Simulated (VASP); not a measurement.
Computed with PBEsol GGA, VASP's PBE PAW potentials (set 64) (plane waves; VASP).

A VASP calculation is set up with these files.

File POSCAR:
```
GaN
1
   -0.0000000000     2.2476657332     2.2476657332
    2.2476657332     0.0000000000     2.2476657332
    2.2476657332     2.2476657332     0.0000000000
Ga N
1 1
Direct
  0.0000000000   0.0000000000   0.0000000000
  0.2500000000   0.2500000000   0.2500000000
```

INCAR:
```
# general
SYSTEM  = GaN
PREC    = Accurate
ENCUT   = 520
LREAL   = .FALSE.
LASPH   = .TRUE.

# electronic loop
EDIFF   = 1E-7   # SCF stop (eV)
NELM    = 100   # most electronic steps
ALGO    = Normal
LMAXMIX = 4

# smearing
ISMEAR  = -5

# functional
GGA     = PS   # PBEsol

# ions
ISIF    = 2   # forces and stress, cell fixed

# output
LWAVE   = .FALSE.
LCHARG  = .TRUE.
LORBIT  = 11   # lm-projected
NEDOS   = 601   # DOS grid
```

File KPOINTS:
```
Automatic mesh
0
Gamma
11 11 11
0 0 0
```

POTCAR, in this order: Ga_d N (PBE.64 set). Program: vasp_std.

Output of the run:

### OSZICAR
```
       N       E                     dE             d eps       ncg     rms          rms(c)
DAV:   1     0.925548700543E+02    0.92555E+02   -0.98057E+03  1533   0.249E+03
DAV:   2    -0.719742071496E+01   -0.99752E+02   -0.95092E+02  1651   0.374E+02
DAV:   3    -0.148053947349E+02   -0.76080E+01   -0.75603E+01  1641   0.917E+01
DAV:   4    -0.149404773759E+02   -0.13508E+00   -0.13495E+00  1763   0.131E+01
DAV:   5    -0.149423656836E+02   -0.18883E-02   -0.18883E-02  1599   0.139E+00    0.723E+00
DAV:   6    -0.131535267954E+02    0.17888E+01   -0.51804E+00  2219   0.486E+01    0.265E+00
DAV:   7    -0.131436618666E+02    0.98649E-02   -0.30652E-01  1456   0.710E+00    0.172E+00
DAV:   8    -0.131266167087E+02    0.17045E-01   -0.63284E-02  1716   0.355E+00    0.711E-01
DAV:   9    -0.131224439997E+02    0.41727E-02   -0.17848E-02  2190   0.321E+00    0.166E-01
DAV:  10    -0.131225754868E+02   -0.13149E-03   -0.15659E-03  1763   0.656E-01    0.738E-02
DAV:  11    -0.131225354612E+02    0.40026E-04   -0.19242E-04  2214   0.276E-01    0.770E-03
DAV:  12    -0.131225376149E+02   -0.21537E-05   -0.16079E-05  1589   0.564E-02    0.358E-03
DAV:  13    -0.131225375336E+02    0.81242E-07   -0.69439E-07  1692   0.822E-03
   1 F= -.13122538E+02 E0= -.13122538E+02  d E =0.000000E+00
```

### OUTCAR
```
------------------------ aborting loop because EDIFF is reached ----------------------------------------
  FORCE on cell =-STRESS in cart. coord.  units (eV):
  Direction    XX          YY          ZZ          XY          YZ          ZX
  --------------------------------------------------------------------------------------
  Total        0.0156380      0.0156380      0.0156380      0.0000000      0.0000000      0.0000000
  in kB        1.1032339      1.1032339      1.1032339      0.0000000      0.0000000      0.0000000
  external PRESSURE =       1.1032339 kB  Pullay stress =       0.0000000 kB
  volume of cell :       22.71
      direct lattice vectors                 reciprocal lattice vectors
     0.000000000  2.247665733  2.247665733    -0.222453007  0.222453007  0.222453007
     2.247665733  0.000000000  2.247665733     0.222453007 -0.222453007  0.222453007
     2.247665733  2.247665733  0.000000000     0.222453007  0.222453007 -0.222453007
  FREE ENERGIE OF THE ION-ELECTRON SYSTEM (eV)
  ---------------------------------------------------
  free  energy   TOTEN  =       -13.1225375336 eV

  energy  without entropy=      -13.1225375336  energy(sigma->0) =      -13.12253753

 total charge

# of ion       s       p       d       tot
------------------------------------------
    1        0.793   0.913  10.183  11.890
    2        1.218   2.509   0.000   3.726
--------------------------------------------------
tot          2.011   3.422  10.183  15.616
```
(Selected blocks of OUTCAR.)

**OUTCAR**
```
 val. band max:        5.2343815001   @ k =   0.0000   0.0000   0.0000

 cond. band min:       6.9671329527   @ k =   0.0000   0.0000   0.0000


 Fermi energy:         5.2426699703

 k-point     1 :       0.0000    0.0000    0.0000
  band No.  band energies     occupation
      1     -10.7648      2.00000
      2      -8.1757      2.00000
      3      -8.1757      2.00000
      4      -8.1757      2.00000
      5      -7.8426      2.00000
      6      -7.8426      2.00000
      7       5.2344      2.00000
      8       5.2344      2.00000
      9       5.2344      2.00000
     10       6.9671      0.00000
     11      15.4859      0.00000
     12      15.4859      0.00000
     13      15.4859      0.00000

 k-point     2 :       0.0909    0.0000    0.0000
  band No.  band energies     occupation
      1     -10.6695      2.00000
      2      -8.1639      2.00000
      3      -8.1639      2.00000
      4      -8.1457      2.00000
      5      -7.8438      2.00000
      6      -7.8438      2.00000
      7       4.2779      2.00000
      8       5.1434      2.00000
      9       5.1434      2.00000
     10       7.7163      0.00000
     11      15.0564      0.00000
     12      15.6269      0.00000
     13      15.6269      0.00000

 k-point     3 :       0.1818    0.0000    0.0000
  band No.  band energies     occupation
      1     -10.4192      2.00000
      2      -8.1352      2.00000
      3      -8.1352      2.00000
      4      -8.0239      2.00000
      5      -7.8438      2.00000
      6      -7.8438      2.00000
      7       2.6449      2.00000
      8       4.9123      2.00000
      9       4.9123      2.00000
     10       8.7237      0.00000
     11      14.3222      0.00000
     12      15.8861      0.00000
     13      15.8861      0.00000

 k-point     4 :       0.2727    0.0000    0.0000
  band No.  band energies     occupation
      1     -10.1221      2.00000
      2      -8.1061      2.00000
      3      -8.1061      2.00000
...
```

The compound is GaN in the zinc blende structure, a metastable form; wurtzite is the usual one. It was relaxed first.
